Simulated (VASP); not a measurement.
Consider the following.

```
LiMgBN2
1.0
   -1.87767     1.87767     4.43656
    1.87767    -1.87767     4.43656
    1.87767     1.87767    -4.43656
Li Mg B N
1 1 1 2
Direct
  0.25000   0.75000   0.50000
  0.75000   0.25000   0.50000
  0.50000   0.50000   0.00000
  0.65059   0.65059   0.00000
  0.34941   0.34941   0.00000
```

All values below come from r2SCAN meta-GGA, VASP's PBE PAW potentials (set 64) (plane waves; VASP). Numerical set-up: 520 eV cut-off, 11×11×11 Γ-centred mesh, Gaussian smearing of 0.010 eV, potentials Li_sv Mg B N.

Problem. Give the direction-averaged independent-particle dielectric function (no local fields, no excitons; a broadening of 0.1 eV leaves a tail below the gap, and fine structure carries the noise of the k-mesh).

Solution. 
```tsv
ħω (eV)	ε₁	ε₂
0.00	3.14	0.00
0.30	3.14	0.00
0.60	3.15	0.00
0.90	3.17	0.01
1.20	3.18	0.01
1.50	3.21	0.01
1.90	3.25	0.01
2.20	3.29	0.02
2.50	3.35	0.02
2.80	3.41	0.02
3.10	3.48	0.03
3.50	3.62	0.04
3.80	3.76	0.06
4.10	3.93	0.17
4.40	4.02	0.28
4.70	4.09	0.34
5.10	4.48	0.41
5.40	4.70	0.64
5.70	5.12	0.89
6.00	4.99	1.39
6.30	5.16	1.80
6.70	5.37	2.12
7.00	5.56	3.44
7.30	5.11	4.25
7.60	4.13	4.82
7.90	3.51	5.16
8.30	2.36	5.02
8.60	1.87	5.55
8.90	0.26	4.92
9.20	0.16	4.28
9.50	-0.20	3.59
9.90	-0.23	2.86
```
ε₂ peaks at 8.7 eV (height 5.6); ε₁(0) averages 3.14, so the electronic refractive index below the gap tends to √3.14 = 1.77.

The structure comes from a computed database's LiMgBN2 entry (I-4m2); how it stands against other phases isn't given here. It was relaxed first.
